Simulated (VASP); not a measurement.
An input for Quantum ESPRESSO's pw.x (written as the equivalent of a VASP run, and not itself run):

```
&CONTROL
  calculation = 'vc-relax'
  pseudo_dir = './pseudo'
  outdir = './out'
  tprnfor = .true.
  tstress = .true.
  nstep = 30
  forc_conv_thr = 0.00039
/
&SYSTEM
  ibrav = 0
  nat = 2
  ntyp = 1
  ecutwfc = 66
  occupations = 'smearing'
  smearing = 'methfessel-paxton'
  degauss = 0.00735
  input_dft = 'pw91'
/
&ELECTRONS
  conv_thr = 7.3e-09
  electron_maxstep = 100
/
&IONS
/
&CELL
  cell_dofree = 'shape'
/
ATOMIC_SPECIES
  Bi 208.980 Bi.upf
CELL_PARAMETERS angstrom
     4.2302369   -2.2948430    0.0093300
     4.2302369    2.2948430    0.0093300
     2.9769974    0.0000000    3.7813731
ATOMIC_POSITIONS crystal
  Bi   0.2342817  0.2342817  0.2342817
  Bi   0.7657183  0.7657183  0.7657183
K_POINTS automatic
  10 10 10 0 0 0
```

### Question
Write the VASP files for the same calculation (PW91).

### Answer
One answer among several that fit: 
**POSCAR**
```
Bi
1.0
  4.2302368846  -2.2948430446   0.0093299747
  4.2302368846   2.2948430446   0.0093299747
  2.9769973695   0.0000000000   3.7813730783
Bi
2
Cartesian
  2.6795901192   0.0000000000   0.8902781769
  8.7578810195  -0.0000000000   2.9097548508
```

File KPOINTS:
```
kpoints
0
Gamma
10 10 10
0 0 0
```

INCAR:
```
ALGO=Normal
EDIFF=1E-7
EDIFFG=-0.01
ENCUT=520
GGA=91
IBRION=2
ISIF=4
ISMEAR=1
LASPH=.True.
LCHARG=.False.
LMAXMIX=4
LREAL=.False.
LWAVE=.False.
NELM=100
NSW=30
PREC=Accurate
SIGMA=0.1
SYSTEM=Bi
```

POTCAR, in this order: Bi_d (PBE.64 set). Program: vasp_std.

What does not carry over: the potentials are each code's own (VASP's PAW set, PseudoDojo norm-conserving files in pw.x), so ENCUT and ecutwfc are chosen apart and not converted; conv_thr bounds pw.x's estimated SCF error, while EDIFF bounds the energy change between steps; forc_conv_thr acts on force components and is met together with etot_conv_thr.

The compound is Bi in the a7 structure. It was relaxed first.
